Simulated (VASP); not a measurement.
A run of VASP 6.6.1 is set up as follows.

The input INCAR:

```
SYSTEM = Ni
PREC = Accurate ; ENCUT = 520
EDIFF = 1E-7 ; ISMEAR = 0
SIGMA = 0.1 ; LREAL = .False.
LASPH = .True. ; NELM = 150
ALGO = Normal ; ISIF = 3
LWAVE = .False. ; LCHARG = .False.
ISPIN = 2 ; MAGMOM = 0.8 -0.8
LORBIT = 11 ; LMAXMIX = 4
METAGGA = R2SCAN ; LMIXTAU = .True.
IBRION = 2 ; NSW = 80
EDIFFG = -0.002
```

Contents of KPOINTS:

```
Automatic mesh
0
Gamma
  16 16 12
  0 0 0
```

POSCAR

```
Ni                                      
1.0
   -0.0000000000      1.7325542702     -1.7325542702
    0.0000000000      1.7325542702      1.7325542702
    3.4802259140      0.0000000000     -0.0000000000
  Ni            
     2
Direct
     0.0000000000000000    0.0000000000000000    0.0000000000000000
     0.5000000000000000    0.5000000000000000    0.5000000000000000
```

Potentials or basis: VASP PAW PBE potentials, release 64 (Ni).

The run is started by

```console
$ cat potpaw_PBE.64/Ni/POTCAR > POTCAR
$ mpirun -np 1 vasp_std > vasp.out
```

Question: What does it give for the band gap on the k mesh?

Answer: None (metal or under the smearing width).

Question: What does it give for the site moments?

Answer: Ni +0.26, -0.26 μB.

Final structure:
```
Ni
1.0
     0.00000    1.73283   -1.73283
     0.00000    1.73283    1.73283
     3.48008    0.00000    0.00000
Ni
2
Direct
  0.00000 0.00000 0.00000
  0.50000 0.50000 0.50000
```
